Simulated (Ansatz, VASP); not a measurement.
## MnMo in two plane-wave programs

One calculation is typed for both programs; each brings its own data sets and cutoff. How far apart do they land? The cell is invented: As first built, before any earlier steps moved the atoms (in the runner's words): it takes the VMo structure with some of its atoms replaced by other elements, volume scaled by an estimate. It may not be a known or stable phase. The cell is taken from a series of VASP runs on this material, whose earlier steps may have relaxed, scaled or displaced it; both programs get it as it stands.

Program: Ansatz 0.2.0. Level of theory: plane waves, with VASP 6.6.1 beside it; single point at PBE. Results are calculated unless marked as measured.

**1. The structure**

Symmetry: Cmmm, No. 65, orthorhombic system. Conventional cell: a = 3.112 Å, b = 4.275 Å, c = 4.107 Å, α = 90.00°, β = 90.00°, γ = 90.00°. Nearest to Mo lie 4 Mn at 2.58 Å and 4 Mo at 2.64 Å. Nearest to Mn lie 4 Mo at 2.58 Å and 4 Mn at 2.64 Å. As first built, before any earlier steps moved the atoms (in the runner's words): sites of the VMo structure (space group 65) filled with other elements, volume scaled by an estimate. Farther neighbours are not listed.

Coordinates:

```xyz
2
Lattice="1.5558 -2.1377 0.0000 1.5558 2.1377 0.0000 0.0000 0.0000 4.1072" Properties=species:S:1:pos:R:3 pbc="T T T"
Mo    0.0000    0.0000    0.0000
Mn    1.5558    0.0000    2.0536
```

**2. VASP: single point, PBE**

With cell and atoms fixed, the geometry can't cause a difference; cores, projectors, grids and the points listed under the comparison can.

Lines of VASP's logs that name or quote its potential files are left out, and so is its time.

Input file INCAR:

```
SYSTEM = MnMo
PREC = Accurate
ENCUT = 400
EDIFF = 1E-06
NELM = 100
ISMEAR = -1
SIGMA = 0.05
LREAL = .FALSE.
ALGO = Normal
GGA = PE
NBANDS = 20
ISPIN = 2
MAGMOM = 1 4
LMAXMIX = 4
LORBIT = 11
LWAVE = .FALSE.
LCHARG = .TRUE.
ISIF = 2
LELF = .TRUE.
LVHAR = .TRUE.
```

Input file POSCAR:

```
MnMo
1.0
    1.5558438702     -2.1376863683      0.0000000000
    1.5558438702      2.1376863683      0.0000000000
    0.0000000000      0.0000000000      4.1071736208
Mo Mn
1 1
Direct
    0.0000000000      0.0000000000      0.0000000000
    0.5000000000      0.5000000000      0.5000000000
```

Input file KPOINTS:

```
Automatic mesh
0
Gamma
8 8 5
0 0 0
```

The projector-augmented-wave data sets are Mo_sv and Mn_pv (PBE family, release 64).

Command:

```console
$ mpirun -np 1 vasp_std
```

Numbers of over 12 decimals in the logs are rounded to 6 here.

What it wrote:

```text
[banner, memory and clock lines left out]
running    1 mpi-ranks, on    1 nodes
 distrk:  each k-point on    1 cores,    1 groups
 distr:  one band on    1 cores,    1 groups

 POSCAR found type information on POSCAR MoMn
 POSCAR found :  2 types and       2 ions
 LDA part: xc-table for (Slater+PW92), standard interpolation
 POSCAR, INCAR and KPOINTS ok, starting setup
 FFT: planning ... GRIDC
 FFT: planning ... GRID_SOFT
 FFT: planning ... GRID
 WAVECAR not read
 entering main loop
       N       E                     dE             d eps       ncg     rms          rms(c)
DAV:   1     0.237096816567E+03    0.23710E+03   -0.13520E+04  5064   0.138E+03
DAV:   2    -0.128403082509E+02   -0.24994E+03   -0.24164E+03  5276   0.416E+02
DAV:   3    -0.209009346023E+02   -0.80606E+01   -0.78388E+01  5532   0.821E+01
DAV:   4    -0.209862947386E+02   -0.85360E-01   -0.85044E-01  5512   0.850E+00
DAV:   5    -0.209872991516E+02   -0.10044E-02   -0.10044E-02  5644   0.968E-01    0.242E+01
DAV:   6    -0.275985562483E+02   -0.66113E+01   -0.71374E+01  5384   0.595E+01    0.331E+01
DAV:   7    -0.200296649205E+02    0.75689E+01   -0.83940E+01  5612   0.496E+01    0.865E+00
DAV:   8    -0.195830317658E+02    0.44663E+00   -0.27414E+00  5524   0.119E+01    0.324E+00
DAV:   9    -0.196295988562E+02   -0.46567E-01   -0.91594E-02  5432   0.221E+00    0.187E+00
DAV:  10    -0.196485028319E+02   -0.18904E-01   -0.85065E-02  5688   0.156E+00    0.100E+00
DAV:  11    -0.196560634069E+02   -0.75606E-02   -0.28970E-02  5752   0.103E+00    0.486E-01
DAV:  12    -0.196587008254E+02   -0.26374E-02   -0.14130E-02  5932   0.615E-01    0.287E-01
DAV:  13    -0.196593658278E+02   -0.66500E-03   -0.23576E-03  5716   0.275E-01    0.188E-01
DAV:  14    -0.196596065072E+02   -0.24068E-03   -0.19108E-03  5664   0.245E-01    0.578E-02
DAV:  15    -0.196596354566E+02   -0.28949E-04   -0.11176E-04  5304   0.674E-02    0.210E-02
DAV:  16    -0.196596375672E+02   -0.21106E-05   -0.12394E-05  5792   0.205E-02    0.654E-03
DAV:  17    -0.196596373747E+02    0.19247E-06   -0.10695E-06  2756   0.797E-03
   1 F= -.19659637E+02 E0= -.19649549E+02  d E =-.201760E-01  mag=     1.3867
```

OUTCAR, selected parts (step 2):

```text
ion  position               nearest neighbor table
   1  0.000  0.000  0.000-   2 2.58   2 2.58   2 2.58   2 2.58   2 2.96   2 2.96   2 2.96   2 2.96

  LATTYP: Found a base centered orthorhombic cell.
 ALAT       =     3.1116877404
 B/A-ratio  =     1.3739722920
 C/A-ratio  =     1.3199183091

 Subroutine GETGRP returns: Found  8 space group operations
 (whereof  8 operations were pure point group operations)

The static configuration has the point symmetry D_2h.

 Found     63 irreducible k-points:

   k-points           NKPTS =     63   k-points in BZ     NKDIM =     63   number of bands    NBANDS=     20

   dimension x,y,z NGX =    18 NGY =   18 NGZ =   28
   dimension x,y,z NGXF=    36 NGYF=   36 NGZF=   56

   ENCUT  =  400.0 eV  29.40 Ry    5.42 a.u.   4.31  4.31  6.70*2*pi/ulx,y,z

   NELECT =      27.0000    total number of electrons

 k-points in reciprocal lattice and weights: Automatic mesh
   0.00000000  0.00000000  0.00000000       0.003
   0.12500000  0.00000000  0.00000000       0.013
   0.25000000  0.00000000  0.00000000       0.013
   0.37500000 -0.00000000  0.00000000       0.013
   0.50000000  0.00000000  0.00000000       0.006
   0.12500000  0.12500000  0.00000000       0.006
   0.25000000  0.12500000  0.00000000       0.013
   0.37500000  0.12500000  0.00000000       0.013
   0.50000000  0.12500000  0.00000000       0.013
[...]
-0.37500000  0.37500000  0.40000000       0.013
   0.50000000  0.50000000  0.40000000       0.006

 average (electrostatic) potential at core
       1 -70.4124       2 -63.4216

 E-fermi :  11.1565

 spin component 1
 k-point     1 :       0.0000    0.0000    0.0000
  band No.  band energies     occupation
    ...
     11       9.2575      1.00000
     12       9.8201      1.00000
     13       9.8514      1.00000
     14      10.6958      0.99990
     15      11.1100      0.71731
     16      13.0995      0.00000
     17      13.4774      0.00000
     18      13.8569      0.00000
     19      14.7029      0.00000
     20      22.3657      0.00000

 k-point     2 :       0.1250    0.0000    0.0000
  band No.  band energies     occupation
    ...
     11       9.2167      1.00000
     12       9.6810      1.00000
     13      10.1642      1.00000
     14      10.4482      1.00000
     15      11.1335      0.61338
     16      11.6361      0.00007
     17      13.3152      0.00000
     18      13.9486      0.00000
     19      16.3022      0.00000
     20      22.2295      0.00000

 k-point     3 :       0.2500    0.0000    0.0000
  band No.  band energies     occupation
    ...
     11       8.9759      1.00000
     12       9.3230      1.00000
     13       9.5955      1.00000
     14      10.6649      0.99995
     15      10.7445      0.99974
     16      11.7341      0.00001
     17      13.3253      0.00000
     18      13.6439      0.00000
     19      18.7895      0.00000
     20      21.5524      0.00000

 k-point     4 :       0.3750   -0.0000    0.0000
  band No.  band energies     occupation
    ...
     11       8.7723      1.00000
     12       8.9398      1.00000
     13       9.1231      1.00000
     14      10.5267      1.00000
     15      10.9283      0.98969
     16      13.0251      0.00000
     17      13.3319      0.00000
     18      13.9613      0.00000
     19      19.0113      0.00000
     20      21.2505      0.00000

 k-point     5 :       0.5000    0.0000    0.0000
  band No.  band energies     occupation
    ...
     11       8.7672      1.00000
     12       8.9435      1.00000
     13       9.2710      1.00000
     14      10.5406      1.00000
     15      10.8989      0.99425
     16      13.1982      0.00000
     17      13.9425      0.00000
     18      13.9735      0.00000
     19      18.1325      0.00000
     20      21.7222      0.00000

 k-point     6 :       0.1250    0.1250    0.0000
  band No.  band energies     occupation
    ...
     11       9.4247      1.00000
     12       9.8848      1.00000
     13      10.2202      1.00000
     14      10.2256      1.00000
     15      10.5662      0.99999
     16      11.1653      0.45631
     17      13.2047      0.00000
     18      13.8541      0.00000
     19      18.0683      0.00000
     20      22.0168      0.00000

  Total        0.0149354     -0.0137273     -0.0118869     -0.0000000      0.0000000      0.0000000
  in kB        0.8758807     -0.8050317     -0.6971003     -0.0000000      0.0000000      0.0000000
  external PRESSURE =      -0.2087504 kB  Pullay stress =       0.0000000 kB

  energy-cutoff  :      400.00
  volume of cell :       27.32
      direct lattice vectors                 reciprocal lattice vectors
     1.555843870 -2.137686368  0.000000000     0.321369007 -0.233897735  0.000000000
     1.555843870  2.137686368  0.000000000     0.321369007  0.233897735  0.000000000
     0.000000000  0.000000000  4.107173621     0.000000000  0.000000000  0.243476437

 POSITION                                       TOTAL-FORCE (eV/Angst)
 -----------------------------------------------------------------------------------
      0.00000      0.00000      0.00000         0.000000     -0.000000      0.000000
      1.55584      0.00000      2.05359         0.000000      0.000000      0.000000
 -----------------------------------------------------------------------------------
    total drift:                               -0.000000     -0.000000     -0.000000

  FREE ENERGIE OF THE ION-ELECTRON SYSTEM (eV)
  ---------------------------------------------------
  free  energy   TOTEN  =       -19.6596373747 eV

  energy  without entropy=      -19.6394613451  energy(sigma->0) =      -19.64954936

 total charge
# of ion       s       p       d       tot
------------------------------------------
    1        2.403   6.208   3.975  12.585
    2        0.373   6.331   5.091  11.795
--------------------------------------------------
tot          2.776  12.539   9.065  24.380

 magnetization (x)
# of ion       s       p       d       tot
------------------------------------------
    1       -0.012  -0.020  -0.260  -0.292
    2        0.009   0.002   1.682   1.692
--------------------------------------------------
tot         -0.004  -0.018   1.422   1.400

[... 6 further parts left out ...]
```

The run ends at a pressure of -0.02 GPa.

**3. Ansatz: single point, PBE**

Ansatz runs on its default PAW (the set named soft_2) files.

The same cell, functional, mesh and smearing now go to Ansatz, which takes its cutoff from its data sets.

Input file input.yaml:

```yaml
crystal:
  lattice:
    - [1.5558438702, -2.1376863683, 0.0]
    - [1.5558438702, 2.1376863683, 0.0]
    - [0.0, 0.0, 4.1071736208]
  atoms:
    - { symbol: Mo, position: [0.0, 0.0, 0.0], spin: 1.0 }
    - { symbol: Mn, position: [0.5, 0.5, 0.5], spin: 4.0 }
hamiltonian:
  xc: pbe
  pseudopotentials: { kind: paw }
magnetization:
  spin_polarized: true
kpoints:
  mp_grid: { grid: [8, 8, 5] }
scf:
  occupations: { method: fermi_dirac, width: 0.05 }
  n_extra_bands: 4
output:
  forces: true
  stress: true
  eigenvalues: true
```

Command:

```console
$ ansatz run input.yaml --threads 2 --pin off --max-ram 4608MiB --backend cpu --events-out ev --progress --plain --runs-dir out
```

What it wrote:

```text
Warning: the band count 19 (scf.n_extra_bands) hosts the net moment |M| = 5.0000 μB (N_el = 29) but caps the reachable moment at 2·n_bands − N_el = 9.0000 μB, below the 21 bands that the automatic rule leaves for it — a moment growing past the seed, or the majority channel's smearing tail, pins there with fewer empty majority states than that count leaves; raise or omit scf.n_extra_bands unless the cap is intended
scf.n_extra_bands = 4 over 15 filled bands (N_el = 29.0): the run solves 19 bands
Engine: ansatz 0.2.0, aarch64-unknown-linux-gnu
Pseudopotentials: kind: paw
Pseudopotential: Mo, paw, valence charge 14, recommended cutoff 420 eV (normal), Mo.paw.azcp
Pseudopotential: Mn, paw, valence charge 15, recommended cutoff 420 eV (normal), Mn.paw.azcp
Functional definition: PBE
  parameter kappa = 0.804
  parameter beta = 0.066725
  exchange = pbe_x(kappa = kappa, mu = beta*pi^2/3)
  correlation = pbe_c(beta = beta)
Crystal: 2 atoms, lattice volume = 27.320 Å³
Basis set: ecut = 420 eV, 539 PW (Γ), exchange–correlation on 36×36×60 points (8 copies of the dense FFT grid, shifted against one another)
Bands: 19, of which v1, the nominal top of the filled ones, is band 15 counted from 1 (14 counted from 0)
Symmetry: 8 space group operations
Space group: Cmmm (ITA 65), of the structure as read, at distance tolerance 3.0e-5 Å
Magnetic group: BNS 65.481 (UNI 579), of the structure as read, at distance tolerance 3.0e-5 Å
k-points: 63 of 320
Non-local potential: Mo, projectors of the file, l = 0: 3, l = 1: 2, l = 2: 2, l = 3: 1
Non-local potential: Mn, projectors of the file, l = 0: 3, l = 1: 2, l = 2: 3, l = 3: 1
PAW form: soft (Blöchl's): semilocal exchange-correlation on the pseudo side does not see the compensation charge
PAW one-centre angular grid: Mo, 590 points (default); XC on 64 Gauss nodes
PAW one-centre angular grid: Mn, 590 points (default); XC on 64 Gauss nodes
Initial density: superposition of atomic densities (chi_scale 0.1, normalization cell)
Starting moments: Σ|m| = 5 μB on 2 of 2 sites
Initial wavefunctions: pseudopotential atomic-orbital guess
Functional: x = pbe(κ = 0.804, μ = 0.219515), c = pbe(β = 0.066725)
SCF iter   1: F=—  HF=-8856.378755 eV  |F-HF|=—  |Δ(HF+E_count)|=         —  Δρ=1.83e-1 (↑1.83e-1 ↓1.24e-1)  dr2=3.23e0  dr2_m=5.42e0  M=1.552 μB ∫|m|=1.876 μB  β_m=0.30  ethr=3.10e-3  ⟨swp⟩=4.3  Hψ=9291  notcnv=0
Mixer restart at iter 1: flushing history
preconditioner: auto → none  [metal: Δε(μ)=0.015 eV  Ē_g=5.042 eV  σ=0.050 eV  W_gap=0.07  n_scr=6 (ndim 8)  ℏωp=25.6 eV  f_vac=0.000  D(μ)=2.10/eV (n_scr^D=22)  sad-step TF]
SCF iter   2: F=—  HF=-8854.833831 eV  |F-HF|=—  |Δ(HF+E_count)|=    1.54e0  Δρ=1.05e-1 (↑1.05e-1 ↓9.11e-2)  dr2=1.94e0  dr2_m=2.11e0  M=1.659 μB ∫|m|=2.072 μB  β_m=0.54  ethr=3.10e-3  ⟨swp⟩=2.7  Hψ=4630  notcnv=0  defer=24
SCF iter   3: F=—  HF=-8855.382922 eV  |F-HF|=—  |Δ(HF+E_count)|=         —  Δρ=1.44e-1 (↑1.44e-1 ↓3.47e-2)  dr2=8.74e0  dr2_m=1.17e0  M=1.052 μB ∫|m|=1.509 μB  β_m=0.54  ethr=3.10e-3  ⟨swp⟩=3.8  Hψ=6717  notcnv=0  defer=25
Mixer restart at iter 3: flushing history
SCF iter   4: F=—  HF=-8857.316074 eV  |F-HF|=—  |Δ(HF+E_count)|=    1.93e0  Δρ=2.12e-1 (↑2.12e-1 ↓1.27e-1)  dr2=3.78e1  dr2_m=4.97e-1  M=1.824 μB ∫|m|=2.372 μB  β_m=0.34  ethr=3.10e-3  ⟨swp⟩=4.0  Hψ=7521  notcnv=0  defer=11  recentre
SCF iter   5: F=—  HF=-8854.581002 eV  |F-HF|=—  |Δ(HF+E_count)|=    2.74e0  Δρ=2.44e-2 (↑2.44e-2 ↓1.23e-2)  dr2=1.11e-1  dr2_m=7.28e-2  M=1.360 μB ∫|m|=1.959 μB  β_m=0.43  ethr=3.10e-3  ⟨swp⟩=3.5  Hψ=6451  notcnv=0  defer=8
SCF iter   6: F=—  HF=-8854.581065 eV  |F-HF|=—  |Δ(HF+E_count)|=   6.31e-5  Δρ=6.88e-3 (↑4.11e-3 ↓6.88e-3)  dr2=5.54e-3  dr2_m=6.73e-3  M=1.390 μB ∫|m|=2.024 μB  β_m=0.55  ethr=3.81e-4  ⟨swp⟩=2.0  Hψ=3901  notcnv=0  defer=12
SCF iter   7: F=—  HF=-8854.593287 eV  |F-HF|=—  |Δ(HF+E_count)|=   1.22e-2  Δρ=2.26e-3 (↑1.96e-3 ↓2.26e-3)  dr2=7.76e-5  dr2_m=1.08e-3  M=1.349 μB ∫|m|=2.005 μB  β_m=0.61  ethr=1.91e-5  ⟨swp⟩=2.1  Hψ=4182  notcnv=0  defer=12
SCF iter   8: F=—  HF=-8854.593290 eV  |F-HF|=—  |Δ(HF+E_count)|=   3.05e-6  Δρ=1.39e-3 (↑1.39e-3 ↓9.32e-4)  dr2=1.22e-4  dr2_m=3.19e-4  M=1.338 μB ∫|m|=1.997 μB  β_m=0.78  ethr=2.68e-7  ⟨swp⟩=2.2  Hψ=4280  notcnv=0  defer=12
SCF iter   9: F=—  HF=-8854.593370 eV  |F-HF|=—  |Δ(HF+E_count)|=   8.05e-5  Δρ=1.05e-3 (↑1.05e-3 ↓6.24e-4)  dr2=5.35e-5  dr2_m=1.67e-4  M=1.333 μB ∫|m|=1.987 μB  β_m=0.70  ethr=2.68e-7  ⟨swp⟩=2.1  Hψ=3267  notcnv=0  defer=12
SCF iter  10: F=—  HF=-8854.593367 eV  |F-HF|=—  |Δ(HF+E_count)|=   3.62e-6  Δρ=5.58e-4 (↑5.58e-4 ↓4.06e-4)  dr2=1.17e-5  dr2_m=5.57e-5  M=1.332 μB ∫|m|=1.984 μB  β_m=0.81  ethr=1.85e-7  ⟨swp⟩=2.3  Hψ=3500  notcnv=0  defer=12
SCF iter  11: F=—  HF=-8854.593370 eV  |F-HF|=—  |Δ(HF+E_count)|=   2.98e-6  Δρ=3.46e-4 (↑3.46e-4 ↓2.58e-4)  dr2=2.57e-6  dr2_m=2.22e-5  M=1.330 μB ∫|m|=1.980 μB  β_m=0.90  ethr=4.02e-8  ⟨swp⟩=2.1  Hψ=3469  notcnv=0  defer=12
SCF iter  12: F=—  HF=-8854.593369 eV  |F-HF|=—  |Δ(HF+E_count)|=   7.43e-7  Δρ=2.78e-5 (↑2.76e-5 ↓2.78e-5)  dr2=9.37e-8  dr2_m=1.69e-7  M=1.327 μB ∫|m|=1.976 μB  β_m=0.93  ethr=8.86e-9  ⟨swp⟩=2.1  Hψ=3701  notcnv=0  defer=12
SCF iter  13: F=—  HF=-8854.593369 eV  |F-HF|=—  |Δ(HF+E_count)|=   5.49e-8  Δρ=1.77e-5 (↑1.77e-5 ↓4.84e-6)  dr2=7.60e-8  dr2_m=2.63e-8  M=1.328 μB ∫|m|=1.976 μB  β_m=0.89  ethr=3.23e-10  ⟨swp⟩=2.0  Hψ=4128  notcnv=0  defer=12
SCF iter  14: F=—  HF=-8854.593369 eV  |F-HF|=—  |Δ(HF+E_count)|=   1.84e-9  Δρ=8.48e-6 (↑8.48e-6 ↓1.58e-6)  dr2=2.37e-8  dr2_m=3.76e-9  M=1.328 μB ∫|m|=1.976 μB  β_m=0.70  ethr=2.62e-10  ⟨swp⟩=2.2  Hψ=3598  notcnv=0  defer=12
SCF iter  15: F=-8854.593369 eV  HF=-8854.593369 eV  |F-HF|=2.56e-9  |Δ(HF+E_count)|=   3.48e-9  Δρ=1.34e-6 (↑9.74e-7 ↓1.34e-6)  dr2=2.84e-9  dr2_m=6.03e-11  M=1.328 μB ∫|m|=1.976 μB  ethr=8.16e-11  ⟨swp⟩=2.4  Hψ=7296  notcnv=0
SCF 1 converged in 15 iterations: F = -8854.593369 eV  dr2 = 2.84e-9
  greatest PAW one-centre occupation: 1.000 electrons in one spin orbital (limit 2), on the Mn atom at site 1 (counted from 0), in its partial waves of l = 0
SCF converged after 15 iterations
Magnetization: 1.3279 μB (15.1639 up, 13.8361 down)
Absolute magnetization: 1.9761 μB (∫|ρ↑−ρ↓|, with the PAW one-centre terms)
Spin contamination: 0.1522 ħ² per cell (⟨S²⟩ above its minimum at these occupations)
Per-site moments (μB) at R_I (Å): [(-0.228302, 1.062768), (1.615332, 1.062768)]
Free energy (F): -8854.593369 eV
Harris-Foulkes:  -8854.593369 eV  (|F-HF|=2.56e-9)
Internal energy: -8854.573131 eV  (E = F + TS)
E sigma→0 (E₀):  -8854.583250 eV
Entropy (-TS):   -0.020238 eV (-10.119 meV/atom)
Fermi energy:    19.889296 eV
--- Per-component energies (eV) ---
  E_band       = -230.978816
  E_kinetic    = 748.043108
  E_local      = -2509.689103  (includes V_loc(G=0)·N_el)
  E_nonlocal   = 382.375787
  E_hartree    = 982.348597
  E_xc         = -298.456372
  E_vxc        = -376.278977  (∫ρ·V_xc dr)
  E_paw        = -4499.696112  (= ΣΔE_a)
  E_vpaw       = -440.125691  (= ΣTr[D̂ρ^β])
  E_aug_tail   = 0.000043  (compensation charges beyond the density's cutoff)
  E_ewald      = -3659.499080
  E_smearing   = -0.020238  (= −TS)
  E_closure    = 0.000000  (closes the sum)
  Σ components = -8854.593369   (vs F -8854.593369, Δ=0.00e0)
--- Forces (eV/Å), atoms counted from 1 ---
  atom   1  Mo     0.00000000     0.00000000     0.00000000
  atom   2  Mn    -0.00000000     0.00000000     0.00000000
  max |Σ_I F_I| component: 2.48e-29 eV/Å
--- Stress (GPa, compression-positive) ---
        0.486695       0.000000       0.000000
        0.000000       0.616513       0.000000
        0.000000       0.000000       0.692865
  P = ⅓ Tr σ = 0.5987 GPa (5.987 kbar)
--- Band table (eV; the first three rows and the last of 126) ---
  k-point 0 ↑: bands = [... 11 lower, 18.0042, 18.5928, 18.6066, 19.4327, 19.8438, 21.8098, 22.2099, 22.5815]
  k-point 1 ↑: bands = [... 11 lower, 18.3058, 18.3839, 18.6219, 19.4183, 19.4903, 20.8060, 22.0561, 22.5020]
  k-point 2 ↑: bands = [... 11 lower, 17.9120, 18.3827, 18.9253, 19.0045, 19.3952, 19.4916, 21.6737, 21.8208]
  k-point 62 ↓: bands = [... 11 lower, 18.4317, 18.6312, 20.2754, 20.3843, 21.2622, 22.0815, 25.0314, 26.3072]
```

The job ended after 7.3 s (2 threads of Arm Neoverse N1, shared host; peak memory 0.34 GiB).

The run ends at a pressure of 0.60 GPa.

**4. Differences**

Known differences besides the potentials themselves: the data sets hold 29 valence electrons in Ansatz (default PAW (the set named soft_2) files) and 27 in VASP; the cutoff is 420 eV in Ansatz and 400 eV in VASP; VASP leaves aspherical gradient terms in its spheres out (LASPH is not set), Ansatz keeps them; site moments are counted in spheres of each program's own size. Total energies have different zeros and are not compared.

Compared:

```tsv
quantity	Ansatz	VASP	difference
pressure (GPa)	0.60	-0.02	+0.62
pressure without Ansatz's Pulay correction (GPa)	0.55	-0.02	+0.57
total moment (μB)	1.33	1.39	-0.06
moment on Mn2 (μB)	1.61	1.69	-0.08
moment on Mo1 (μB)	-0.23	-0.29	+0.06
```

Ansatz's pressure holds a Pulay correction of 0.05 GPa; VASP's holds none.

**5. Results**

| Property | Result |
| --- | --- |
| difference in total moment (single point, PBE) | -0.059 μB |
| difference in pressure (single point, PBE) | 0.62 GPa |

The difference in pressure is 0.62 GPa (single point, PBE), within the 1 GPa picked in this series as the mark of a large difference. Such differences can come from data sets, numerical settings and the points named under the comparisons, not from the functional's error against experiment.

[Lines on the potential files, build, host, timing and source positions are cut from VASP's logs without a mark.]

[Logs are printed without paths, hosts, clocks, repeated set-up lines and the standing remarks that a program may print on its own settings, such as how far it seeks lower states.]

[Hosts, paths, dates, database ids (printed as entryN), source tags and the programs' standing remarks are cut or masked in the printed files.]
